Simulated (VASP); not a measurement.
These are PBEsol GGA, VASP's PBE PAW potentials (set 64) (plane waves; VASP) values and carry that method's errors.

A VASP calculation is set up with these files.

**KPOINTS**
```
Automatic mesh
0
Gamma
12 12 12
0 0 0
```

INCAR:
```
SYSTEM = FeAl
PREC = Accurate
ENCUT = 480
EDIFF = 1E-7
NELM = 100
ALGO = Normal
LREAL = .FALSE.
LASPH = .TRUE.
ISMEAR = 1
SIGMA = 0.1
GGA = PS
LMAXMIX = 4
LWAVE = .FALSE.
LCHARG = .FALSE.
ISIF = 3
IBRION = 2
NSW = 40
EDIFFG = -0.01
PSTRESS = 100
```

**POSCAR**
```
FeAl
1.0
  2.8398307075   0.0000000000   0.0000000000
  0.0000000000   2.8398307075   0.0000000000
  0.0000000000   0.0000000000   2.8398307075
Al Fe
1 1
Direct
  0.5000000000   0.5000000000   0.5000000000
  0.0000000000   0.0000000000   0.0000000000
```

POTCAR, in this order: Al Fe (PBE.64 set). Program: vasp_std.

Energy and stress use the plane-wave basis of the starting cell.

**Question.** Predict the energy per atom (σ→0), volume per atom, band gap (on the k-mesh).

**Answer.** 
```yaml
energy per atom (σ→0): -6.840 eV/atom
band gap (on the k-mesh): none (metal, semimetal or under 0.01 eV)
volume_per_atom: 10.94 Å^3/atom
```

**OSZICAR**
```
...
DAV:   2    -0.144582748954E+02   -0.33783E+00   -0.16207E+01  1883   0.639E+01    0.728E+00
DAV:   3    -0.136865392785E+02    0.77174E+00   -0.51612E+00  1772   0.379E+01    0.889E-01
DAV:   4    -0.136823941584E+02    0.41451E-02   -0.18888E-02  1565   0.147E+00    0.594E-01
DAV:   5    -0.136792460478E+02    0.31481E-02   -0.63413E-03  2024   0.861E-01    0.737E-02
DAV:   6    -0.136792692115E+02   -0.23164E-04   -0.78125E-05  1577   0.868E-02    0.275E-02
DAV:   7    -0.136792675226E+02    0.16889E-05   -0.25419E-05  1837   0.826E-02    0.269E-03
DAV:   8    -0.136792674651E+02    0.57510E-07   -0.34751E-07  1276   0.102E-02
   3 F= -.12313122E+02 E0= -.12313236E+02  d E =-.328544E-01
```

The compound is FeAl in the CsCl type structure. This run relaxes it under an external pressure of 10 GPa. Symmetry was kept, so distortions that lower it aren't found. The run is not spin-polarised, so no magnetic state was tried. The electron count is odd and the run is not spin-polarised, which forces a metal.
